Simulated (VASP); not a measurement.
# YIn (Pm-3m) in VASP: a series of runs

Runs on YIn. Level: LDA. Tasks: single point.

All numbers are computed with VASP 6.6.1; they aren't measurements. Logs are shortened: lines on timing, memory, paths and dates and some standing lists are left out, and cuts for length are marked.

## (1) The cell of the first run

The structure is cubic, space group Pm-3m (No. 221). Conventional cell: a = 3.759 Å, b = 3.759 Å, c = 3.759 Å, α = 90.00°, β = 90.00°, γ = 90.00°. Around Y (site symmetry m-3m) lie 8 In at 3.26 Å. In (site symmetry m-3m) is surrounded by 8 Y at 3.26 Å.

The cell comes from a database or a generator and needn't be the stable form of this composition.

## (2) Single point, LDA (atoms shaken by about 0.15 Å, then relaxed in the fixed cell)

INCAR

```
SYSTEM = YIn
PREC     = Accurate       ! precision mode
ENCUT    = 520            ! plane-wave cutoff, eV
EDIFF    = 1E-6           ! SCF threshold, eV
ISMEAR   = -1             ! smearing method
SIGMA    = 0.05           ! smearing width, eV
LREAL    = .FALSE.        ! projectors in reciprocal space
LASPH    = .TRUE.         ! aspherical terms in the spheres
NELM     = 100            ! most SCF steps
ALGO     = Fast           ! electronic algorithm
ISIF     = 2              ! what is computed and relaxed
LWAVE    = .FALSE.        ! write WAVECAR
LCHARG   = .FALSE.        ! write CHGCAR
GGA      = CA             ! functional
NBANDS   = 19             ! bands
```

KPOINTS

```
regular mesh
0
G
  6 6 6
  0 0 0
```

POSCAR

```
YIn
1.0
    3.7594189000      0.0000000000      0.0000000000
    0.0000000000      3.7594189000      0.0000000000
    0.0000000000      0.0000000000      3.7594189000
Y In
1 1
Direct
    0.5040611805      0.5153093987      0.5214725626
    0.0041735695      0.0153639613      0.0214698674
```

Potentials or basis: VASP PAW LDA potentials, release 64 (Y_sv, In_d).

The run is started by

```bash
$ cat potpaw_LDA.64/Y_sv/POTCAR potpaw_LDA.64/In_d/POTCAR > POTCAR
$ mpirun -np 1 vasp_std > vasp.out
```

OUTCAR:

```text
SYSTEM = YIn
   PREC = Accurate
   ENCUT = 520
   EDIFF = 1E-6
   ISMEAR = -1
   LREAL = .FALSE.
   LASPH = .TRUE.
   NELM = 100
   ISIF = 2
   GGA = CA

 ion  position               nearest neighbor table
   1  0.504  0.515  0.521-   2 3.26   2 3.26   2 3.26   2 3.26   2 3.26   2 3.26   2 3.26   2 3.26

   2  0.004  0.015  0.021-   1 3.26   1 3.26   1 3.26   1 3.26   1 3.26   1 3.26   1 3.26   1 3.26

  LATTYP: Found a simple cubic cell.
 ALAT       =     3.7594189000

  Lattice vectors:

 A1 = (   3.7594189000,   0.0000000000,   0.0000000000)
 A2 = (   0.0000000000,   3.7594189000,   0.0000000000)
 A3 = (   0.0000000000,   0.0000000000,   3.7594189000)

Analysis of symmetry for initial positions (statically):
=====================================================================
 Subroutine PRICEL returns:
 Original cell was already a primitive cell.

 Routine SETGRP: Setting up the symmetry group for a
 simple cubic supercell.

 Subroutine GETGRP returns: Found  2 space group operations
 (whereof  1 operations were pure point group operations)
 out of a pool of 48 trial point group operations.

The static configuration has the point symmetry C_1 .
 The point group associated with its full space group is C_1h.

Analysis of symmetry for dynamics (positions and initial velocities):
=====================================================================
 Subroutine PRICEL returns:
 Original cell was already a primitive cell.

 Routine SETGRP: Setting up the symmetry group for a
 simple cubic supercell.

 Subroutine GETGRP returns: Found  2 space group operations
 (whereof  1 operations were pure point group operations)
 out of a pool of 48 trial point group operations.

The dynamic configuration has the point symmetry C_1 .
 The point group associated with its full space group is C_1h.

 Subroutine INISYM returns: Found  2 space group operations
 (whereof  1 operations are pure point group operations),
 and found     1 'primitive' translations

----------------------------------------------------------------------------------------

                                     Primitive cell

  volume of cell :      53.1327

  direct lattice vectors                    reciprocal lattice vectors
     3.759418900  0.000000000  0.000000000     0.265998556  0.000000000  0.000000000
     0.000000000  3.759418900  0.000000000     0.000000000  0.265998556  0.000000000
     0.000000000  0.000000000  3.759418900     0.000000000  0.000000000  0.265998556

  length of vectors
     3.759418900  3.759418900  3.759418900     0.265998556  0.265998556  0.265998556

  position of ions in fractional coordinates (direct lattice)
     0.504061181  0.515309399  0.521472563
     0.004173569  0.015363961  0.021469867

  ion indices of the primitive-cell ions
   primitive index   ion index
                 1           1
                 2           2

----------------------------------------------------------------------------------------

 KPOINTS: regular mesh

Automatic generation of k-mesh.
 Grid dimensions read from file:
 generate k-points for:    6    6    6

 Generating k-lattice:

  Cartesian coordinates                     Fractional coordinates (reciprocal lattice)
     0.044333093  0.000000000  0.000000000     0.166666667  0.000000000  0.000000000
     0.000000000  0.044333093  0.000000000     0.000000000  0.166666667  0.000000000
     0.000000000  0.000000000  0.044333093     0.000000000  0.000000000  0.166666667

  Length of vectors
     0.044333093  0.044333093  0.044333093

  Shift w.r.t. Gamma in fractional coordinates (k-lattice)
     0.000000000  0.000000000  0.000000000

 Subroutine IBZKPT returns following result:
 ===========================================

 Found     80 irreducible k-points:

 Following reciprocal coordinates:
            Coordinates               Weight
  0.000000  0.000000  0.000000      1.000000
  0.166667  0.000000  0.000000      2.000000
  0.000000  0.166667  0.000000      2.000000
  0.000000  0.000000  0.166667      2.000000
  0.333333  0.000000  0.000000      2.000000
  0.000000  0.333333  0.000000      2.000000
[... 16 lines left out ...]
  0.500000  0.166667  0.000000      2.000000
  0.000000  0.500000  0.166667      2.000000
 [... further k-points ...]
   k-points           NKPTS =     80   k-points in BZ     NKDIM =     80   number of bands    NBANDS=     19
   number of dos      NEDOS =    301   number of ions     NIONS =      2
   total plane-waves  NPLWV =  21952
   dimension x,y,z NGX =    28 NGY =   28 NGZ =   28
   dimension x,y,z NGXF=    56 NGYF=   56 NGZF=   56
   ions per type =               1   1
   NGX,Y,Z   is equivalent  to a cutoff of  12.38, 12.38, 12.38 a.u.
   NGXF,Y,Z  is equivalent  to a cutoff of  24.76, 24.76, 24.76 a.u.
 SYSTEM =  YIn
   PREC   = accura    normal or accurate (medium, high low for compatibility)
   ISTART =      0    job   : 0-new  1-cont  2-samecut
   ICHARG =      2    charge: 1-file 2-atom 10-const
   ISPIN  =      1    spin polarized calculation?
   LNONCOLLINEAR =      F non collinear calculations
   LSORBIT =      F    spin-orbit coupling
   LASPH  =      T    aspherical Exc in radial PAW
   ENCUT  =  520.0 eV  38.22 Ry    6.18 a.u.   6.99  6.99  6.99*2*pi/ulx,y,z
   NELM   =    100;   NELMIN=  2; NELMDL= -5     # of ELM steps
   EDIFF  = 0.1E-05   stopping-criterion for ELM
   LREAL  =      F    real-space projection
   EDIFFG = 0.1E-04   stopping-criterion for IOM
   NSW    =      0    number of steps for IOM
   IBRION =     -1    ionic relax: 0-MD 1-quasi-New 2-CG
   NFREE  =      0    steps in history (QN), initial steepest desc. (CG)
   ISIF   =      2    stress and relaxation
   ISYM   =      2    0-nonsym 1-usesym 2-fastsym
   POTIM  = 0.5000    time-step for ionic-motion
   TEBEG  =    0.0;   TEEND  =   0.0 temperature during run
   PSTRESS=    0.0 pullay stress
   NELECT =      24.0000    total number of electrons
   NUPDOWN=      -1.0000    fix difference up-down
   EMIN   =  10.00;   EMAX   =-10.00  energy-range for DOS
   EFERMI =   0.00;   METHOD = LEGACY
   ISMEAR =    -1;   SIGMA  =   0.05  broadening in eV -4-tet -1-fermi 0-gaus
   EFERMI_NEDOS =   21; number of points for ismear=-14 and -15
   IALGO  =     68    algorithm
   IMIX   =      4    mixing-type and parameters
     AMIX     =   0.40;   BMIX     =  1.00
     AMIX_MAG =   1.60;   BMIX_MAG =  1.00
  volume/ion in A,a.u.               =      26.57       179.28
  Fermi-wavevector in a.u.,A,eV,Ry     =   1.256101  2.373687 21.467129  1.577789
  Thomas-Fermi vector in A             =   2.389825
   LORBIT       =      0    0 simple, 1 ext, 2 COOP (PROOUT), +10 PAW based schemes
   GGA     = CA    functional components
   LHFCALC =     F    Hartree Fock is set to
   AEXX    =    0.0000 exact exchange contribution
   IVDW    =     0    specifies the selected vdW correction
   LEPSILON=     F    determine dielectric tensor
   LRPA    =     F    only Hartree local field effects (RPA)
 non-spin polarized calculation
 RMM-DIIS sequential band-by-band and
  energy-cutoff  :      520.00
  volume of cell :       53.13
 maximum number of plane-waves:      1472
   NGX = 13   NGY = 13   NGZ = 13

 number of electron      24.0000002 magnetization

 Free energy of the ion-electron system (eV)
  ---------------------------------------------------
  ext. energy  EPLUGINS =         0.00000000
  ---------------------------------------------------
  free energy    TOTEN  =       -11.27411749 eV

  energy without entropy =      -11.26440360  energy(sigma->0) =      -11.26926055

 E-fermi :   5.7778     XC(G=0): -10.5003

 val. band max:        5.7468124533   @ k =   0.3333   0.0000   0.0000
 cond. band min:       5.8037295245   @ k =  -0.1667   0.5000   0.0000
 fundamental gap:      0.0569170712
 Fermi energy:         5.7778104876

 k-point     1 :       0.0000    0.0000    0.0000
  band No.  band energies     occupation
      1     -36.9796      2.00000
      2     -17.0201      2.00000
      3     -17.0201      2.00000
      4     -17.0201      2.00000
      5      -8.6129      2.00000
      6      -8.6129      2.00000
[... 11 lines left out ...]
     18       9.1662      0.00000
     19      12.1926      0.00000

 k-point     2 :       0.1667    0.0000    0.0000
  band No.  band energies     occupation
      1     -36.9763      2.00000
      2     -17.0764      2.00000
      3     -17.0163      2.00000
      4     -17.0163      2.00000
      5      -8.6093      2.00000
      6      -8.5795      2.00000
[... 11 lines left out ...]
     18      10.5629      0.00000
     19      13.3664      0.00000

 k-point     3 :       0.0000    0.1667    0.0000
  band No.  band energies     occupation
      1     -36.9763      2.00000
      2     -17.0764      2.00000
      3     -17.0163      2.00000
      4     -17.0163      2.00000
      5      -8.6093      2.00000
      6      -8.5795      2.00000
[... 11 lines left out ...]
     18      10.5629      0.00000
     19      13.6601      0.00000

 k-point     4 :       0.0000    0.0000    0.1667
  band No.  band energies     occupation
      1     -36.9763      2.00000
      2     -17.0764      2.00000
      3     -17.0163      2.00000
      4     -17.0162      2.00000
      5      -8.6094      2.00000
      6      -8.5795      2.00000
[... 407 lines left out ...]
     18      12.6889      0.00000
     19      13.2833      0.00000

 k-point    23 :       0.5000    0.1667    0.0000
  band No.  band energies     occupation
      1     -36.9635      2.00000
      2     -17.2316      2.00000
      3     -17.0554      2.00000
      4     -16.9990      2.00000
      5      -8.5781      2.00000
      6      -8.5670      2.00000
[... 11 lines left out ...]
     18      12.4487      0.00000
     19      13.0598      0.00000

 k-point    24 :       0.0000    0.5000    0.1667
  band No.  band energies     occupation
      1     -36.9635      2.00000
      2     -17.2316      2.00000
      3     -17.0554      2.00000
      4     -16.9990      2.00000
      5      -8.5781      2.00000
      6      -8.5669      2.00000
[... 11 lines left out ...]
     18      12.4563      0.00000
     19      13.0601      0.00000

 [... further k-points ...]

------------------------ aborting loop because EDIFF is reached ----------------------------------------

  FORCE on cell =-STRESS in cart. coord.  units (eV):
  Direction    XX          YY          ZZ          XY          YZ          ZX
  --------------------------------------------------------------------------------------
  -------------------------------------------------------------------------------------
  Total       -1.5571482     -1.5577040     -1.5572673     -0.0002036      0.0000000      0.0000000
  in kB      -46.9546231    -46.9713825    -46.9582149     -0.0061400      0.0000000      0.0000000
  external PRESSURE =     -46.9614068 kB  Pullay stress =       0.0000000 kB

 VOLUME and BASIS-vectors are now :
 -----------------------------------------------------------------------------
  energy-cutoff  :      520.00
  volume of cell :       53.13
      direct lattice vectors                 reciprocal lattice vectors
     3.759418900  0.000000000  0.000000000     0.265998556  0.000000000  0.000000000
     0.000000000  3.759418900  0.000000000     0.000000000  0.265998556  0.000000000
     0.000000000  0.000000000  3.759418900     0.000000000  0.000000000  0.265998556

 POSITION                                       TOTAL-FORCE (eV/Angst)
 -----------------------------------------------------------------------------------
      1.89498      1.93726      1.96043         0.000917      0.000542      0.000000
      0.01569      0.05776      0.08071        -0.000917     -0.000542      0.000000
 -----------------------------------------------------------------------------------
    total drift:                                0.000218     -0.000123      0.004113

  FREE ENERGIE OF THE ION-ELECTRON SYSTEM (eV)
  ---------------------------------------------------
  free  energy   TOTEN  =       -11.2741174871 eV

  energy  without entropy=      -11.2644036034  energy(sigma->0) =      -11.26926055
```

Wall time 61 s (1 thread of Intel Xeon 6975P-C (Granite Rapids), shared host); peak memory 0.21 GiB.

What came out:

```yaml
Free_energy: -11.2741 eV
Pressure: -4.7 GPa
Band_gap_on_the_k_mesh: none (metal or under the smearing width)
```

Levels at points of the mesh, in eV from the Fermi level:
```csv
k point,band 8,band 9,band 10,band 11,band 12,band 13,band 14,band 15,band 16,band 17
"(0.00, 0.00, 0.00)",-14.30,-14.30,-8.07,-0.34,-0.34,2.92,2.92,2.92,3.39,3.39
"(0.50, 0.00, 0.00)",-14.30,-14.26,-5.76,-4.10,0.09,0.58,0.58,3.43,4.47,6.62
"(0.00, 0.50, 0.00)",-14.30,-14.26,-5.76,-4.10,0.09,0.58,0.58,3.43,4.47,6.62
"(0.00, 0.00, 0.50)",-14.30,-14.26,-5.76,-4.10,0.09,0.58,0.58,3.43,4.47,6.62
"(0.50, 0.50, 0.00)",-14.32,-14.18,-5.29,-1.45,-1.45,-0.42,2.10,2.10,4.59,4.66
"(0.00, 0.50, 0.50)",-14.32,-14.18,-5.29,-1.45,-1.45,-0.42,2.10,2.10,4.59,4.66
"(0.50, 0.00, 0.50)",-14.32,-14.18,-5.29,-1.45,-1.45,-0.42,2.10,2.10,4.59,4.66
"(0.50, 0.50, 0.50)",-14.18,-14.18,-2.69,-2.50,-2.50,-2.50,3.78,3.78,3.78,4.71
```

## (3) Single point, LDA

INCAR

```
ALGO = Fast
EDIFF = 1E-6
ENCUT = 520
GGA = CA
ISIF = 2
ISMEAR = -1
LASPH = True
LCHARG = True
LELF = True
LREAL = False
LVHAR = True
LWAVE = False
NBANDS = 19
NELM = 100
PREC = Accurate
SIGMA = 0.05
```

KPOINTS

```
k-points
0
Gamma
  6 6 6
```

POSCAR

```
YIn
1.0
    3.7594189000      0.0000000000      0.0000000000
    0.0000000000      3.7594189000      0.0000000000
    0.0000000000      0.0000000000      3.7594189000
Y In
1 1
Direct
    0.5040598451      0.5153096259      0.5214724945
    0.0041749049      0.0153637341      0.0214699355
```

Potentials or basis: VASP PAW LDA potentials, release 64 (Y_sv, In_d).

The run is started by

```bash
$ cat potpaw_LDA.64/Y_sv/POTCAR potpaw_LDA.64/In_d/POTCAR > POTCAR
$ mpirun -np 1 vasp_std > vasp.out
```

Run time: 73 s. Hardware: 1 thread of Intel Xeon 6975P-C (Granite Rapids), shared host; peak memory 0.22 GiB.

The run converged. Its results:

```
Free energy            : -11.2741 eV
Pressure               : -4.7 GPa
Band gap on the k mesh : none (metal or under the smearing width)
```

Levels at points of the mesh, in eV from the Fermi level:
| k point | band 9 | band 10 | band 11 | band 12 | band 13 | band 14 | band 15 | band 16 |
| --- | --- | --- | --- | --- | --- | --- | --- | --- |
| (0.00, 0.00, 0.00) | -14.30 | -8.07 | -0.34 | -0.34 | 2.92 | 2.92 | 2.92 | 3.39 |
| (0.50, 0.00, 0.00) | -14.26 | -5.75 | -4.10 | 0.09 | 0.58 | 0.58 | 3.43 | 4.47 |
| (0.00, 0.50, 0.00) | -14.26 | -5.75 | -4.10 | 0.09 | 0.58 | 0.58 | 3.43 | 4.47 |
| (0.00, 0.00, 0.50) | -14.26 | -5.75 | -4.10 | 0.09 | 0.58 | 0.58 | 3.43 | 4.47 |
| (0.50, 0.50, 0.00) | -14.18 | -5.29 | -1.45 | -1.45 | -0.42 | 2.10 | 2.10 | 4.59 |
| (0.00, 0.50, 0.50) | -14.18 | -5.29 | -1.45 | -1.45 | -0.42 | 2.10 | 2.10 | 4.59 |
| (0.50, 0.00, 0.50) | -14.18 | -5.29 | -1.45 | -1.45 | -0.42 | 2.10 | 2.10 | 4.59 |
| (0.50, 0.50, 0.50) | -14.18 | -2.69 | -2.50 | -2.50 | -2.50 | 3.78 | 3.78 | 3.78 |
